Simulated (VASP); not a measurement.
These are PBE GGA with spin-orbit coupling, VASP's PBE PAW potentials (set 64) (plane waves; VASP) values and carry that method's errors.

VASP ran on this input.

INCAR:
```
SYSTEM = Ta
PREC = Accurate
ENCUT = 400
EDIFF = 1E-6
NELM = 100
ALGO = Normal
LREAL = .FALSE.
LASPH = .TRUE.
ISMEAR = 1
SIGMA = 0.1
GGA = PE
LMAXMIX = 6
LWAVE = .FALSE.
LCHARG = .FALSE.
ISIF = 2
LSORBIT = .TRUE.
MAGMOM = 0 0 0
GGA_COMPAT = .FALSE.
```

File POSCAR:
```
Ta
1.0
 -1.6500000000   1.6500000000   1.6500000000
  1.6500000000  -1.6500000000   1.6500000000
  1.6500000000   1.6500000000  -1.6500000000
Ta
1
Cartesian
  0.0000000000   0.0000000000   0.0000000000
```

File KPOINTS:
```
Automatic
0
G
12 12 12
```

POTCAR, in this order: Ta_pv (PBE.64 set). Program: vasp_ncl.

**Question.** Predict the energy per atom (σ→0), pressure, band gap (on the k-mesh).

**Answer.** 
```
Property                                                     Value
------------------------  ----------------------------------------
energy per atom (σ→0)                      -1207.8 kJ/mol of atoms
band gap (on the k-mesh)  none (metal, semimetal or under 0.01 eV)
pressure                                                  1.97 GPa
```

**OSZICAR**
```
...
DAV:   6    -0.126200974515E+02    0.35728E+00   -0.38564E-01  2856   0.781E+00    0.668E+00
DAV:   7    -0.125185459945E+02    0.10155E+00   -0.29616E-01  2870   0.650E+00    0.120E+00
DAV:   8    -0.125180297172E+02    0.51628E-03   -0.18553E-03  2846   0.504E-01    0.344E-01
DAV:   9    -0.125174863835E+02    0.54333E-03   -0.14700E-03  2808   0.509E-01    0.332E-02
DAV:  10    -0.125174726019E+02    0.13782E-04   -0.41195E-05  2790   0.869E-02    0.249E-02
DAV:  11    -0.125174688771E+02    0.37248E-05   -0.48007E-06  2872   0.319E-02    0.387E-03
DAV:  12    -0.125174690705E+02   -0.19339E-06   -0.15857E-07  1344   0.573E-03
   1 F= -.12517469E+02 E0= -.12517482E+02  d E =0.378770E-04  mag=    -0.0000    -0.0000     0.0000
```

The compound is Ta in the bcc structure. The cell was not relaxed at this level.
